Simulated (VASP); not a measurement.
Level of theory: PW91 GGA, VASP's PBE PAW potentials (set 64) (plane waves; VASP 6.6.1).

A VASP calculation is set up with these files.

### INCAR
```
SYSTEM  =  PbO2
PREC  =  Accurate; ENCUT  =  520; LREAL  =  .FALSE.
LASPH  =  .TRUE.
EDIFF  =  1E-7; NELM  =  100; ALGO  =  Normal
LMAXMIX  =  4
ISMEAR  =  0; SIGMA  =  0.05
GGA  =  91
IBRION  =  2; NSW  =  30; ISIF  =  4
EDIFFG  =  -0.01
LWAVE  =  .FALSE.; LCHARG  =  .FALSE.
```

File KPOINTS:
```
Regular mesh
0
gamma
  5 5 7
0 0 0
```

**POSCAR**
```
PbO2
1.0
  5.1234665430   0.0000000000   0.0000000000
  0.0000000000   5.1234665430   0.0000000000
  0.0000000000   0.0000000000   3.4819741382
Pb O
2 4
Cartesian
  5.1234665430   0.0000000000   0.0000000000
  2.5617332715   2.5617332715   1.7409870691
  1.5779816445   1.5779816445   0.0000000000
  4.1397149160   0.9837516270   1.7409870691
  0.9837516270   4.1397149160   1.7409870691
  3.5454848985   3.5454848985   0.0000000000
```

POTCAR, in this order: Pb_d O (PBE.64 set). Program: vasp_std.

**Question.** Predict the energy per atom (σ→0).

**Answer.** 
```yaml
energy per atom (σ→0): -5.364 eV/atom
```

OSZICAR:
```
...
   4 F= -.32182321E+02 E0= -.32182084E+02  d E =-.349194E-02
       N       E                     dE             d eps       ncg     rms          rms(c)
DAV:   1    -0.321823645326E+02   -0.43332E-04   -0.17609E-02  1496   0.900E-01    0.443E-02
DAV:   2    -0.321823780870E+02   -0.13554E-04   -0.45463E-04  2253   0.189E-01    0.265E-02
DAV:   3    -0.321823650368E+02    0.13050E-04   -0.11585E-05  2279   0.386E-02    0.848E-03
DAV:   4    -0.321823636561E+02    0.13807E-05   -0.30806E-06  2305   0.182E-02    0.124E-03
DAV:   5    -0.321823636644E+02   -0.83273E-08   -0.20294E-07  1213   0.416E-03
   5 F= -.32182364E+02 E0= -.32182124E+02  d E =-.425477E-04
```

The compound is PbO2 in the rutile structure. This cell is one point of a volume scan, at 1.03 of the reference volume. Symmetry was kept, so distortions that lower it aren't found.
